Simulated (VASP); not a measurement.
## TiB2 under strain

Aim: follow the pressure of TiB2 through compression, expansion and shear. All runs use LDA. Left out of this account: 1 further run (fields: a reference on another mesh). The start is a cell from a database of measured crystal structures.

Program: VASP 6.6.1. Level of theory: LDA; plane waves and PAW (Ti_sv, B). Results are calculated unless marked as measured.

## 1. Starting point

The structure is hexagonal, space group P6/mmm (No. 191). The conventional cell has a = 3.029 Å, b = 3.029 Å, c = 3.228 Å, α = 90.00°, β = 90.00°, γ = 120.00°. Nearest to Ti lie 12 B at 2.38 Å. B has 3 B at 1.75 Å and 6 Ti at 2.38 Å nearest. Farther neighbours are not listed.

Structure file:

```xyz
3
Lattice="3.0292 0.0000 0.0000 -1.5146 2.6234 0.0000 0.0000 0.0000 3.2284" Properties=species:S:1:pos:R:3 pbc="T T T"
Ti    0.0000    0.0000    0.0000
B     0.0000    1.7489    1.6142
B     1.5146    0.8745    1.6142
```

## 2. Bands, cell as listed

The mesh alone shows little of the dispersion and can miss band extrema, so KPOINTS_OPT adds a path through the symmetry points after the self-consistent cycle. LDA, the lowest rung, knows the local density alone.

File INCAR:

```
SYSTEM = TiB2
PREC = Accurate
ENCUT = 420
EDIFF = 1E-06
NELM = 100
ISMEAR = -1
SIGMA = 0.05
LREAL = .FALSE.
ALGO = Normal
GGA = CA
NBANDS = 22
LASPH = .TRUE.
LORBIT = 11
LWAVE = .FALSE.
LCHARG = .FALSE.
KPAR = 4
```

File POSCAR:

```
TiB2
1.0
    3.0292000000      0.0000000000      0.0000000000
   -1.5146000000      2.6233641531      0.0000000000
    0.0000000000      0.0000000000      3.2284000000
Ti B
1 2
Direct
    0.0000000000      0.0000000000      0.0000000000
    0.3333333333      0.6666666667      0.5000000000
    0.6666666667      0.3333333333      0.5000000000
```

File KPOINTS:

```
Automatic mesh
0
Gamma
11 11 9
0 0 0
```

File KPOINTS_OPT:

```
Line mode
16
Line-mode
Reciprocal
  0.00000000   0.00000000   0.00000000 GAMMA
  0.50000000   0.00000000   0.00000000 M

  0.50000000   0.00000000   0.00000000 M
  0.33333333   0.33333333   0.00000000 K

  0.33333333   0.33333333   0.00000000 K
  0.00000000   0.00000000   0.00000000 GAMMA

  0.00000000   0.00000000   0.00000000 GAMMA
  0.00000000   0.00000000   0.50000000 A

  0.00000000   0.00000000   0.50000000 A
  0.50000000   0.00000000   0.50000000 L

  0.50000000   0.00000000   0.50000000 L
  0.33333333   0.33333333   0.50000000 H

  0.33333333   0.33333333   0.50000000 H
  0.00000000   0.00000000   0.50000000 A

  0.50000000   0.00000000   0.50000000 L
  0.50000000   0.00000000   0.00000000 M

  0.33333333   0.33333333   0.00000000 K
  0.33333333   0.33333333   0.50000000 H
```

PAW data sets: Ti_sv and B (LDA family, release 64).

On the command line:

```sh
mpirun -np 4 vasp_std
```

Output:

```text
[banner, memory and clock lines left out]
running    4 mpi-ranks, on    1 nodes
 distrk:  each k-point on    1 cores,    4 groups
 distr:  one band on    1 cores,    1 groups

 POSCAR found type information on POSCAR TiB
 POSCAR found :  2 types and       3 ions
 LDA part: xc-table for (Slater(with rela. corr.)+CA(PZ))
 , standard interpolation
 POSCAR, INCAR and KPOINTS ok, starting setup
 FFT: planning ... GRIDC
 FFT: planning ... GRID_SOFT
 FFT: planning ... GRID
 WAVECAR not read
 entering main loop
       N       E                     dE             d eps       ncg     rms          rms(c)
DAV:   1     0.114603064331E+03    0.11460E+03   -0.70600E+03  3552   0.796E+02
DAV:   2    -0.256246406405E+02   -0.14023E+03   -0.13225E+03  3796   0.249E+02
DAV:   3    -0.320313557191E+02   -0.64067E+01   -0.63360E+01  4202   0.545E+01
DAV:   4    -0.321609615771E+02   -0.12961E+00   -0.12950E+00  3916   0.739E+00
DAV:   5    -0.321634167651E+02   -0.24552E-02   -0.24551E-02  4208   0.927E-01    0.163E+01
DAV:   6    -0.269389340271E+02    0.52245E+01   -0.13702E+01  4348   0.354E+01    0.357E+00
DAV:   7    -0.268925572192E+02    0.46377E-01   -0.95934E-01  4060   0.910E+00    0.329E+00
DAV:   8    -0.268857244094E+02    0.68328E-02   -0.63439E-02  4882   0.184E+00    0.845E-01
DAV:   9    -0.268826350000E+02    0.30894E-02   -0.40307E-02  3896   0.214E+00    0.375E-01
DAV:  10    -0.268815333927E+02    0.11016E-02   -0.33124E-03  4462   0.561E-01    0.656E-02
DAV:  11    -0.268815860837E+02   -0.52691E-04   -0.41652E-04  4052   0.140E-01    0.345E-02
DAV:  12    -0.268815826115E+02    0.34723E-05   -0.28072E-05  3904   0.535E-02    0.919E-03
DAV:  13    -0.268815795032E+02    0.31083E-05   -0.85069E-06  4084   0.328E-02    0.199E-03
DAV:  14    -0.268815793893E+02    0.11386E-06   -0.19216E-07  2126   0.344E-03
   1 F= -.26881579E+02 E0= -.26880197E+02  d E =-.276425E-02
 Start KPOINTS_OPT (optional k-point list driver)
k-point batch [1-80\144]
       N       E                     dE             ncg
DAV:   1    -0.257655513267E+04   -0.37139E+05     3550
DAV:   2    -0.138553748577E+05   -0.11279E+05     3834
DAV:   3    -0.144263078613E+05   -0.57093E+03     4224
DAV:   4    -0.144375318658E+05   -0.11224E+02     3868
DAV:   5    -0.144377021027E+05   -0.17024E+00     4104
DAV:   6    -0.144377051989E+05   -0.30963E-02     3920
DAV:   7    -0.144377052654E+05   -0.66468E-04     3964
DAV:   8    -0.144377052669E+05   -0.14644E-05     2806
DAV:   9    -0.144377052670E+05   -0.13394E-06     2468
k-point batch [81-144\144]
       N       E                     dE             ncg
DAV:   1     0.633100626309E+04   -0.47447E+05     2838
DAV:   2    -0.241714056434E+04   -0.87481E+04     2990
DAV:   3    -0.282446814864E+04   -0.40733E+03     3542
DAV:   4    -0.283113753396E+04   -0.66694E+01     3064
DAV:   5    -0.283122548819E+04   -0.87954E-01     3484
DAV:   6    -0.283122695963E+04   -0.14714E-02     3198
DAV:   7    -0.283122698833E+04   -0.28697E-04     3492
DAV:   8    -0.283122698887E+04   -0.54420E-06     2336
```

Run time: 16 s. Hardware: 4 MPI ranks of Intel Xeon Platinum 8488C (Sapphire Rapids), shared host; peak memory 0.66 GiB.

The logs omit lines about the potential files and the build; timing stands in the text.

Parts of OUTCAR (step 2):

```text
ion  position               nearest neighbor table
   1  0.000  0.000  0.000-   2 2.38   3 2.38   2 2.38   3 2.38   2 2.38   2 2.38   3 2.38   3 2.38
                             3 2.38   3 2.38   2 2.38   2 2.38
   2  0.333  0.667  0.500-   3 1.75   3 1.75   3 1.75   1 2.38   1 2.38   1 2.38   1 2.38   1 2.38
                             1 2.38
   3  0.667  0.333  0.500-   2 1.75   2 1.75   2 1.75   1 2.38   1 2.38   1 2.38   1 2.38   1 2.38
                             1 2.38

  LATTYP: Found a hexagonal cell.
 ALAT       =     3.0292000000
 C/A-ratio  =     1.0657599366

 Subroutine GETGRP returns: Found 24 space group operations
 (whereof 24 operations were pure point group operations)

The static configuration has the point symmetry D_6h.

 Found     80 irreducible k-points:

   k-points           NKPTS =     80   k-points in BZ     NKDIM =     80   number of bands    NBANDS=     22

   dimension x,y,z NGX =    20 NGY =   20 NGZ =   24
   dimension x,y,z NGXF=    40 NGYF=   40 NGZF=   48

   ENCUT  =  420.0 eV  30.87 Ry    5.56 a.u.   5.06  5.06  5.39*2*pi/ulx,y,z

   NELECT =      18.0000    total number of electrons

 k-points in reciprocal lattice and weights: Automatic mesh
   0.00000000  0.00000000  0.00000000       0.001
   0.09090909  0.00000000  0.00000000       0.006
   0.18181818  0.00000000  0.00000000       0.006
   0.27272727  0.00000000  0.00000000       0.006
   0.36363636 -0.00000000  0.00000000       0.006
   0.45454545 -0.00000000  0.00000000       0.006
   0.09090909  0.09090909  0.00000000       0.006
   0.18181818  0.09090909  0.00000000       0.011
   0.27272727  0.09090909  0.00000000       0.011
[...]
0.27272727  0.27272727  0.44444444       0.011
   0.36363636  0.27272727  0.44444444       0.011

 average (electrostatic) potential at core
       1 -70.9002       2 -27.5200       3 -27.5200

 E-fermi :   9.8854

 k-point     1 :       0.0000    0.0000    0.0000
  band No.  band energies     occupation
    ...
      5      -3.3671      2.00000
      6       7.3341      2.00000
      7       7.3341      2.00000
      8       7.6648      2.00000
      9       7.8070      2.00000
     10      11.7928      0.00000
     11      11.7928      0.00000
     12      13.5567      0.00000
     13      13.5567      0.00000
     14      15.7251      0.00000
    ...

 k-point     2 :       0.0909    0.0000    0.0000
  band No.  band energies     occupation
    ...
      5      -3.2093      2.00000
      6       6.8961      2.00000
      7       7.3087      2.00000
      8       7.5331      2.00000
      9       7.8875      2.00000
     10      11.7464      0.00000
     11      12.0696      0.00000
     12      12.9812      0.00000
     13      13.0838      0.00000
     14      16.2846      0.00000
    ...

 k-point     3 :       0.1818    0.0000    0.0000
  band No.  band energies     occupation
    ...
      5      -2.7470      2.00000
      6       5.7936      2.00000
      7       7.2128      2.00000
      8       7.2509      2.00000
      9       8.0530      2.00000
     10      11.6242      0.00000
     11      12.2233      0.00000
     12      12.5547      0.00000
     13      12.7194      0.00000
     14      16.9267      0.00000
    ...

  Total       -1.6647148     -1.6647148     -1.9261587      0.0000000      0.0000000      0.0000000
  in kB     -103.9624649   -103.9624649   -120.2897957      0.0000000      0.0000000      0.0000000
  external PRESSURE =    -109.4049085 kB  Pullay stress =       0.0000000 kB

  energy-cutoff  :      420.00
  volume of cell :       25.66
      direct lattice vectors                 reciprocal lattice vectors
     3.029200000  0.000000000  0.000000000     0.330120164  0.190594965  0.000000000
    -1.514600000  2.623364153  0.000000000     0.000000000  0.381189931  0.000000000
     0.000000000  0.000000000  3.228400000     0.000000000  0.000000000  0.309750960

 POSITION                                       TOTAL-FORCE (eV/Angst)
 -----------------------------------------------------------------------------------
      0.00000      0.00000      0.00000         0.000000      0.000000      0.000000
     -0.00000      1.74891      1.61420        -0.000000     -0.000000      0.000000
      1.51460      0.87445      1.61420         0.000000     -0.000000      0.000000
 -----------------------------------------------------------------------------------
    total drift:                               -0.000000      0.000000      0.000000

  FREE ENERGIE OF THE ION-ELECTRON SYSTEM (eV)
  ---------------------------------------------------
  free  energy   TOTEN  =       -26.8815793893 eV

  energy  without entropy=      -26.8788151442  energy(sigma->0) =      -26.88019727

 total charge
# of ion       s       p       d       tot
------------------------------------------
    1        2.177   6.211   2.063  10.452
    2        0.682   1.331   0.000   2.012
    3        0.682   1.331   0.000   2.012
--------------------------------------------------
tot          3.541   8.873   2.063  14.476

[... 3 further parts left out ...]
```

At this level the cell is under a tension of 10.9 GPa, so at these settings it is away from equilibrium.

This step gave:

* SCF cycles: 14
* electrons: 18
* bands: 22
* irreducible k-points: 80
* symmetry operations: 24
* free energy (TOTEN): -26.88 eV
* energy at zero smearing: -26.88 eV
* Fermi energy: 9.885 eV
* pressure: -10.94 GPa
* metallic: yes

Electronic bands along the path, in eV, zero at the Fermi level; # counts the bands kept, so #1 is VASP's band 5:

```tsv
point	#2	#3	#4	#5	#6	#7	#8	#9
Γ	-2.55	-2.55	-2.22	-2.08	1.91	1.91	3.67	3.67
0.47 of the way	-4.87	-2.79	-2.76	-1.79	1.65	2.14	2.53	3.22
M	-8.99	-3.18	-3.17	-2.22	1.36	2.76	3.24	3.43
0.47 of the way	-8.80	-5.07	-2.87	-0.56	-0.06	2.26	2.91	5.11
K	-8.10	-7.24	-1.82	-1.82	1.40	1.40	2.01	6.95
0.53 of the way	-5.09	-3.75	-2.84	-1.12	1.19	1.67	2.78	3.91
Γ	-2.55	-2.55	-2.22	-2.08	1.91	1.91	3.67	3.67
0.47 of the way	-5.19	-1.99	-1.99	0.26	0.74	0.74	2.56	2.56
A	-7.47	-0.49	-0.49	-0.15	-0.15	0.46	0.46	1.64
0.53 of the way	-5.87	-4.86	-3.59	-1.51	1.64	2.09	2.76	3.47
L	-7.37	-4.58	-3.75	-3.01	2.49	2.94	4.52	4.60
0.47 of the way	-7.53	-5.08	-3.45	-3.06	2.50	3.32	4.18	4.49
H	-8.38	-5.61	-3.06	-3.06	2.51	4.30	4.30	4.54
0.53 of the way	-5.82	-4.72	-3.90	-1.53	1.64	2.14	2.78	3.59
A	-7.47	-0.49	-0.49	-0.15	-0.15	0.46	0.46	1.64
jump to L	-7.37	-4.58	-3.75	-3.01	2.49	2.94	4.52	4.60
0.47 of the way	-8.36	-4.06	-3.08	-2.69	1.87	2.86	3.07	4.73
M	-8.99	-3.18	-3.17	-2.22	1.36	2.76	3.24	3.43
jump to K	-8.10	-7.24	-1.82	-1.82	1.40	1.40	2.01	6.95
0.53 of the way	-8.25	-6.41	-2.65	-2.65	2.31	2.86	2.86	5.74
H	-8.38	-5.61	-3.06	-3.06	2.51	4.30	4.30	4.54
```

Of the projections kept (Ti, B), the largest for each band there; the rest of the weight can lie on other orbitals:

```tsv
point	#2	#3	#4	#5	#6	#7	#8	#9
Γ	B 0.57	B 0.57	B 0.83	Ti 0.99	Ti 1.00	Ti 1.00	Ti 0.64	Ti 0.64
M	B 0.87	B 0.93	Ti 0.61	Ti 0.90	Ti 1.00	Ti 0.99	Ti 0.91	B 0.90
K	B 0.84	B 0.72	Ti 0.68	Ti 0.68	Ti 0.86	Ti 0.86	Ti 0.90	Ti 0.57
Γ	B 0.57	B 0.57	B 0.83	Ti 0.99	Ti 1.00	Ti 1.00	Ti 0.64	Ti 0.64
A	B 0.55	B 1.00	B 1.00	Ti 0.86	Ti 0.86	Ti 1.00	Ti 1.00	Ti 0.94
L	B 0.88	B 0.68	Ti 0.72	B 0.66	Ti 0.99	Ti 1.00	Ti 0.85	Ti 0.77
```

The electronic bands as a text plot (rows in eV, shown from -8.0 to 5.8 only):

```
    5.5 |         *                     ****  *         **    *
    4.9 |              *                    *         **       **
    4.3 |        *                     **********     * **      *
    3.8 |*   ** *       *   *         **    * ** *     *  *    *
    3.2 | * *  ***    ** *** *       **  ***   **     *
    2.6 |  ********  *  ***   *      * ************    ****  ****
    2.1 |** *     ***    ****  *    ****        ****  **** ****
    1.5 |  *****   **  ***   *  **** *           * ***    ***
    0.9 |       *  * **       *  * **             ***
    0.3 |        *    **       ** *                 **
   -0.2 |         *   **      *  * *               * *
   -0.8 |         *  *       *   ** *             *
   -1.4 |        * **   **      *    *           *  *
   -2.0 |********  **     *** **   *  *         *         ***
   -2.5 |****     *  **  *****      *  *       *   *    **   **
   -3.1 | *  *****     *****        **  *******   **  *****    **
   -3.7 |  *    *       *    *        * ***      **   * **
   -4.3 |        *       *           * *       *      **
   -4.8 |   *          **     *        ****     **
   -5.4 |             *        *      *    *****                *
   -6.0 |         *    *             *          **             *
   -6.6 |    *       *          *   *  *       *  *          **
   -7.1 |          ** *          * *    **         **      **
   -7.7 |     *     **            *       *** *      ***
         Γ      M   K       Γ     A      L   H      A|L   M|K   H
```

There is no gap at this level.

(Part 1 of 4 ends here.)

[Lines on the potential files, build, host, timing and source positions are cut from VASP's logs without a mark.]

[Logs are printed without paths, hosts, clocks, repeated set-up lines and the standing remarks that a program may print on its own settings, such as how far it seeks lower states.]

[Hosts, paths, dates, database ids (printed as entryN), source tags and the programs' standing remarks are cut or masked in the printed files.]

[A measured line is paired with the nearest computed mode of its activity, which favours agreement.]
